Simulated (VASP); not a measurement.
# Driving VASP from ASE on Al2Cu (Khatyrkite), part 4 of 4

Do ASE scripts that read Al2Cu (Khatyrkite) from different structure formats give one answer, and do several routes find one equilibrium volume? All runs use r2SCAN. Left out of this account: 1 further run (self-consistent run: a reference on another mesh). The start is a cell from a database of measured crystal structures.

VASP 6.6.1; r2SCAN; plane waves and PAW (Al, Cu).

So far. Step 4 (Full relaxation (r2SCAN, through ASE)): It ends with a largest force of 0.006 eV/Å and a pressure of 0.01 GPa. Step 5 (Energy against volume, from ASE (r2SCAN)): The fitted volume lies +0.23 % from the relaxed one.

## 6. Relaxation driven by ASE (r2SCAN)

Here ASE drives the relaxation and calls VASP for forces and stress at each step.

File run.py:

```python
import numpy as np
from ase.calculators.vasp import Vasp
from ase import Atoms
from ase.optimize import BFGS
from ase.filters import FrechetCellFilter

atoms = Atoms(['Al', 'Al', 'Al', 'Al', 'Cu', 'Cu'],
              cell=[[-3.0335, 3.0335, 2.4385], [3.0335, -3.0335, 2.4385], [3.0335, 3.0335, -2.4385]],
              scaled_positions=[[0.6581, 0.1581, 0.8162], [0.1581, 0.3419, 0.5], [0.3419, 0.8419, 0.1838], [0.8419, 0.6581, 0.5], [0.25, 0.25, 0.0], [0.75, 0.75, 0.0]],
              pbc=True)

calc = Vasp(
    xc='r2scan',
    pp='PBE',
    prec='Accurate',
    encut=400,
    ediff=1e-06,
    nelm=100,
    ismear=-1,
    sigma=0.05,
    lreal=False,
    algo='Normal',
    lasph=True,
    nbands=23,
    lorbit=11,
    lwave=False,
    lcharg=False,
    kpar=4,
    isif=2,
    pp_version='64',
    setups={'Al': '', 'Cu': ''},
    kpts=(8, 8, 8),
    gamma=True,
    txt='vasp.out',
)
atoms.calc = calc

BFGS(FrechetCellFilter(atoms)).run(fmax=0.02, steps=30)
print("cell (A, degrees):", np.round(atoms.cell.cellpar(), 4))
print("volume (A^3):", round(atoms.get_volume(), 4))
print("energy (eV):", round(atoms.get_potential_energy(), 6))
print("Fermi level (eV):", round(calc.get_fermi_level(), 4))
print("forces (eV/A):")
print(np.round(atoms.get_forces(), 4))
print("stress (GPa, Voigt, tension positive):", np.round(atoms.get_stress() * 160.21766, 3))
```

The projector-augmented-wave data sets are Al and Cu (PBE family, release 64).

Command:

```console
export ASE_VASP_COMMAND="mpirun -np 4 vasp_std"
python run.py
```

The log of the run:

```text
Step     Time          Energy          fmax
BFGS:    0 --:--:--      -49.481791        0.584064
BFGS:    1 --:--:--      -49.489452        0.548277
BFGS:    2 --:--:--      -49.533253        0.099849
BFGS:    3 --:--:--      -49.534270        0.079663
BFGS:    4 --:--:--      -49.535287        0.076269
BFGS:    5 --:--:--      -49.536236        0.065187
BFGS:    6 --:--:--      -49.536316        0.047960
BFGS:    7 --:--:--      -49.536320        0.031955
BFGS:    8 --:--:--      -49.536309        0.033176
BFGS:    9 --:--:--      -49.536402        0.026767
BFGS:   10 --:--:--      -49.536605        0.013228
cell (A, degrees): [  4.871    4.871    4.871  103.8324 103.8324 121.4555]
volume (A^3): 86.0005
energy (eV): -49.529564
Fermi level (eV): 8.3491
forces (eV/A):
[[-0.0007 -0.0007  0.    ]
 [ 0.0007 -0.0007 -0.    ]
 [ 0.0007  0.0007 -0.    ]
 [-0.0007  0.0007  0.    ]
 [ 0.      0.      0.    ]
 [-0.      0.      0.    ]]
stress (GPa, Voigt, tension positive): [-0.148 -0.148 -0.117  0.     0.     0.   ]
```

Wall time 5.3 min (4 MPI ranks of Intel Xeon 6975P-C (Granite Rapids), shared host); peak memory 0.87 GiB; 21 min of CPU time.

The INCAR that ASE wrote:

```
ENCUT = 400.000000
SIGMA = 0.050000
EDIFF = 1.00e-06
ALGO = Normal
METAGGA = R2SCAN
PREC = Accurate
ISIF = 2
ISMEAR = -1
KPAR = 4
LORBIT = 11
NBANDS = 23
NELM = 100
LASPH = .TRUE.
LCHARG = .FALSE.
LWAVE = .FALSE.
LREAL = .FALSE.
```

The KPOINTS that ASE wrote:

```
KPOINTS created by Atomic Simulation Environment
0
Gamma
8 8 8
0 0 0
```

vasp.out (the last of its runs):

```text
[... set-up lines as in an earlier step ...]
 entering main loop
       N       E                     dE             d eps       ncg     rms          rms(c)
DAV:   1     0.146210332259E+03    0.14621E+03   -0.12343E+04  2714   0.142E+03
DAV:   2    -0.475421145986E+02   -0.19375E+03   -0.18460E+03  2714   0.299E+02
DAV:   3    -0.573058015403E+02   -0.97637E+01   -0.92884E+01  3633   0.911E+01
DAV:   4    -0.575324019212E+02   -0.22660E+00   -0.22631E+00  3805   0.118E+01
DAV:   5    -0.575369226172E+02   -0.45207E-02   -0.45204E-02  4051   0.160E+00    0.201E+01
DAV:   6    -0.568872871989E+02    0.64964E+00   -0.10821E+02  3201   0.284E+02    0.166E+01
DAV:   7    -0.497411951667E+02    0.71461E+01   -0.23668E+01  3290   0.119E+02    0.384E+00
DAV:   8    -0.495968862311E+02    0.14431E+00   -0.42842E+00  4285   0.456E+01    0.253E+00
DAV:   9    -0.495406921068E+02    0.56194E-01   -0.34670E-01  4346   0.136E+01    0.141E+00
DAV:  10    -0.495713528054E+02   -0.30661E-01   -0.63983E-02  3931   0.713E+00    0.136E+00
DAV:  11    -0.495359306177E+02    0.35422E-01   -0.14408E-01  3686   0.111E+01    0.256E-01
DAV:  12    -0.495365340232E+02   -0.60341E-03   -0.76662E-03  4286   0.116E+00    0.900E-02
DAV:  13    -0.495366057995E+02   -0.71776E-04   -0.75711E-05  4344   0.978E-02    0.446E-02
DAV:  14    -0.495366141995E+02   -0.84001E-05   -0.24293E-04  3573   0.446E-01    0.236E-02
DAV:  15    -0.495366038041E+02    0.10395E-04   -0.44188E-05  3782   0.197E-01    0.246E-03
DAV:  16    -0.495366046982E+02   -0.89407E-06   -0.14439E-06  2080   0.153E-02
   1 F= -.49536605E+02 E0= -.49529564E+02  d E =-.140821E-01
```

From OUTCAR (step 6):

```text
   ENCUT  =  400.0 eV  29.40 Ry    5.42 a.u.   7.94  7.94  7.94*2*pi/ulx,y,z

   NELECT =      34.0000    total number of electrons

 E-fermi :   8.3491

 k-point     1 :       0.0000    0.0000    0.0000
  band No.  band energies     occupation
    ...
     15       6.9323      2.00000
     16       7.0099      2.00000
     17       7.0099      2.00000
     18       7.3720      2.00000
     19       8.2831      1.57867
     20       8.4309      0.32606
     21      10.1858      0.00000
     22      10.1859      0.00000
     23      10.3096      0.00000

  Total        0.0793653      0.0793653      0.0630454     -0.0000000      0.0000000     -0.0000000
  in kB        1.4785642      1.4785642      1.1745267     -0.0000000      0.0000000     -0.0000000
  external PRESSURE =       1.3772183 kB  Pullay stress =       0.0000000 kB

 POSITION                                       TOTAL-FORCE (eV/Angst)
 -----------------------------------------------------------------------------------
      0.95240      3.95691     -0.00000        -0.000720     -0.000720      0.000000
      2.05212      0.95240     -0.00000         0.000720     -0.000720     -0.000000
      2.05212     -0.95240      2.38173         0.000720      0.000720     -0.000000
      0.95240      2.05212      2.38173        -0.000720      0.000720      0.000000
      0.00000      0.00000      1.19087         0.000000      0.000000      0.000000
      0.00000      0.00000      3.57260        -0.000000      0.000000      0.000000
 -----------------------------------------------------------------------------------
    total drift:                               -0.000000     -0.000000     -0.000000

  FREE ENERGIE OF THE ION-ELECTRON SYSTEM (eV)
  ---------------------------------------------------
  free  energy   TOTEN  =       -49.5366046982 eV

  energy  without entropy=      -49.5225226335  energy(sigma->0) =      -49.52956367

[... 4 parts as in an earlier step ...]

[... 12 further parts left out ...]
```

This step gave:

```
optimizer steps   : 10
volume after bfgs : 14.33 Å³/atom
```

## 7. Side by side

| run | atoms | mesh | energy (eV/atom) | pressure (GPa) |
| --- | --- | --- | --- | --- |
| ASE, structure read from an extended xyz file | 6 | 8×8×8 | -8.24551 | -4.428 |
| ASE, structure read from a CIF with its space group | 12 | 3×3×4 | -8.24217 | -4.220 |

## 8. Total energy, forces and stress (r2SCAN, through ASE), changed input

This run is made with a changed input; what comes of it follows.

run.py, as its differences from that of step 6:

```diff
@@ -3,4 +3,3 @@
 from ase import Atoms
-from ase.optimize import BFGS
-from ase.filters import FrechetCellFilter
+from ase.dft.bandgap import bandgap
 
@@ -17,4 +16,4 @@
     ediff=1e-06,
-    nelm=100,
-    ismear=-1,
+    nelm=94,
+    ismear=-5,
     sigma=0.05,
@@ -31,3 +30,3 @@
     setups={'Al': '', 'Cu': ''},
-    kpts=(8, 8, 8),
+    kpts=(2, 1, 1),
     gamma=True,
@@ -37,5 +36,2 @@
 
-BFGS(FrechetCellFilter(atoms)).run(fmax=0.02, steps=30)
-print("cell (A, degrees):", np.round(atoms.cell.cellpar(), 4))
-print("volume (A^3):", round(atoms.get_volume(), 4))
 print("energy (eV):", round(atoms.get_potential_energy(), 6))
@@ -45 +41,3 @@
 print("stress (GPa, Voigt, tension positive):", np.round(atoms.get_stress() * 160.21766, 3))
+gap, p1, p2 = bandgap(calc, direct=False)
+print("gap on the mesh (eV):", round(gap, 4))
```

The log of the run:

```text
1
```

Run time: 4.2 s. Hardware: 4 MPI ranks.

The INCAR that ASE wrote:

```
ENCUT = 400.000000
SIGMA = 0.050000
EDIFF = 1.00e-06
ALGO = Normal
METAGGA = R2SCAN
PREC = Accurate
ISIF = 2
ISMEAR = -5
KPAR = 4
LORBIT = 11
NBANDS = 23
NELM = 94
LASPH = .TRUE.
LCHARG = .FALSE.
LWAVE = .FALSE.
LREAL = .FALSE.
```

ASE turned this into the KPOINTS:

```
KPOINTS created by Atomic Simulation Environment
0
Gamma
2 1 1
0 0 0
```

VASP's own log, vasp.out:

```text
[banner, memory and clock lines left out]
running    4 mpi-ranks, on    1 nodes
[...]
|                                                                             |
|               ----> ADVICE to this user running VASP <----                  |
|                                                                             |
|     You enforced a specific xc type in the INCAR file but a different       |
|     [... a line on the potential file left out ...]
|     I HOPE YOU KNOW WHAT YOU ARE DOING!                                     |
|                                                                             |

 LDA part: xc-table for (None), standard interpolation
|                                                                             |
|           W    W    AA    RRRRR   N    N  II  N    N   GGGG   !!!           |
|           W    W   A  A   R    R  NN   N  II  NN   N  G    G  !!!           |
|           W    W  A    A  R    R  N N  N  II  N N  N  G       !!!           |
|           W WW W  AAAAAA  RRRRR   N  N N  II  N  N N  G  GGG   !            |
|           WW  WW  A    A  R   R   N   NN  II  N   NN  G    G                |
|           W    W  A    A  R    R  N    N  II  N    N   GGGG   !!!           |
|                                                                             |
|     Your reciprocal lattice and k-lattice belong to different lattice       |
|     classes:                                                                |
|                                                                             |
|        The reciprocal lattice is body-centered tetragonal,                  |
|        whereas your k-lattice is base-centered monoclinic.                  |
|                                                                             |
|     Results are often still useful ...                                      |
|                                                                             |

|                                                                             |
|     EEEEEEE  RRRRRR   RRRRRR   OOOOOOO  RRRRRR      ###     ###     ###     |
|     E        R     R  R     R  O     O  R     R     ###     ###     ###     |
|     E        R     R  R     R  O     O  R     R     ###     ###     ###     |
|     EEEEE    RRRRRR   RRRRRR   O     O  RRRRRR       #       #       #      |
|     E        R   R    R   R    O     O  R   R                               |
|     E        R    R   R    R   O     O  R    R      ###     ###     ###     |
|     EEEEEEE  R     R  R     R  OOOOOOO  R     R     ###     ###     ###     |
|                                                                             |
|     IBZKPT: tetrahedron method fails for NKPT<4. NKPT = 2                   |
|                                                                             |
|       ---->  I REFUSE TO CONTINUE WITH THIS SICK JOB ... BYE!!! <----       |
|                                                                             |
```

VASP stopped before it finished a first electronic cycle.

VASP's message: “IBZKPT: tetrahedron method fails for NKPT<4. NKPT = 2”. No number of this run is used.

The fault in the input: tetrahedra on too few k points (ISMEAR = -5 and k-mesh = [2, 1, 1]). Use more k-points.

## 9. What came out

```
energy, ASE, structure read from an extended xyz file       : -8.24551 eV/atom
energy, ASE, structure read from a CIF with its space group : -8.24217 eV/atom
volume from VASP's own relaxation                           : 14.34 Å³/atom
volume from the fit of the ASE volume loop                  : 14.37 Å³/atom
volume from BFGS in ASE                                     : 14.33 Å³/atom
```

What this shows: With the structure read from a CIF with its space group, ASE's run differs from the first script by +3.3 meV an atom, on the larger cell and its own mesh. The routes to the equilibrium volume agree within 0.28 %. VASP's relaxation keeps the plane waves of its start, while ASE starts VASP afresh at each cell, and a loop at fixed shape can't relax anything but the volume.

[Lines on the potential files, build, host, timing and source positions are cut from VASP's logs without a mark.]

[Logs are printed without paths, hosts, clocks, repeated set-up lines and the standing remarks that a program may print on its own settings, such as how far it seeks lower states.]

[Hosts, paths, dates, database ids (printed as entryN), source tags and the programs' standing remarks are cut or masked in the printed files.]

[A measured line is paired with the nearest computed mode of its activity, which favours agreement.]
